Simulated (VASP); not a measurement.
A run of VASP 6.6.1 is set up as follows.

INCAR

```
PREC = Accurate
ENCUT = 520
EDIFF = 1E-6
ISMEAR = 0
SIGMA = 0.03
LREAL = False
LASPH = True
NELM = 120
ALGO = Normal
ISIF = 3
LWAVE = False
LCHARG = False
GGA = PE
IBRION = 2
NSW = 90
EDIFFG = -0.01
KPAR = 4
```

Contents of KPOINTS:

```
Automatic mesh
0
Gamma
  4 4 4
```

Contents of POSCAR:

```
BeZn2Se3
1.0
    3.3950248900     -5.8980000000      0.0000000000
    3.3950248900      5.8980000000      0.0000000000
   -2.2145498900      0.0000000000      6.3895266500
Be Zn Se
2 4 6
Direct
    0.9212023400      0.0801691000      0.9999970000
    0.0801691000      0.9212023400      0.4999970000
    0.5805353000      0.4129506800      0.9987593500
    0.2471116400      0.7543320400      0.9992132800
    0.4129506800      0.5805353000      0.4987593500
    0.7543320400      0.2471116400      0.4992132800
    0.1823576600      0.0388490000      0.8567815400
    0.5646546900      0.7332857400      0.8851473900
    0.8802958200      0.3536064200      0.8849644200
    0.7332857400      0.5646546900      0.3851473900
    0.0388490000      0.1823576600      0.3567815400
    0.3536064200      0.8802958200      0.3849644200
```

Potentials or basis: VASP PAW PBE potentials, release 64 (Be, Zn, Se).

Run with:

```sh
$ cat potpaw_PBE.64/Be/POTCAR potpaw_PBE.64/Zn/POTCAR potpaw_PBE.64/Se/POTCAR > POTCAR
$ mpirun -np 4 vasp_std > vasp.out
```

Task: Predict the relaxed volume.

Result: 21.33 Å³/atom.

Task: Estimate the band gap on the k mesh.

Result: 1.94 eV, direct.

Task: What does it give for the space group after relaxing (to 0.05 Å)?

Result: Cc (No. 9).

Final structure:
```yaml
crystal:
  lattice:
    - [3.39136, -5.90017, -0.00077]
    - [3.39136, 5.90017, -0.00077]
    - [-2.21361, 0.00000, 6.39723]
  atoms:
    - { symbol: Be, position: [0.91986, 0.07783, 0.99786] }
    - { symbol: Be, position: [0.07783, 0.91986, 0.49786] }
    - { symbol: Zn, position: [0.58363, 0.41446, 0.99998] }
    - { symbol: Zn, position: [0.24607, 0.75558, 0.00023] }
    - { symbol: Zn, position: [0.41446, 0.58363, 0.49998] }
    - { symbol: Zn, position: [0.75558, 0.24607, 0.50023] }
    - { symbol: Se, position: [0.18297, 0.03940, 0.85600] }
    - { symbol: Se, position: [0.56313, 0.73196, 0.88571] }
    - { symbol: Se, position: [0.88098, 0.35347, 0.88509] }
    - { symbol: Se, position: [0.73196, 0.56313, 0.38571] }
    - { symbol: Se, position: [0.03940, 0.18297, 0.35600] }
    - { symbol: Se, position: [0.35347, 0.88098, 0.38509] }
```

Expect the measured gap to be larger: semilocal functionals such as PBE lack the derivative discontinuity.
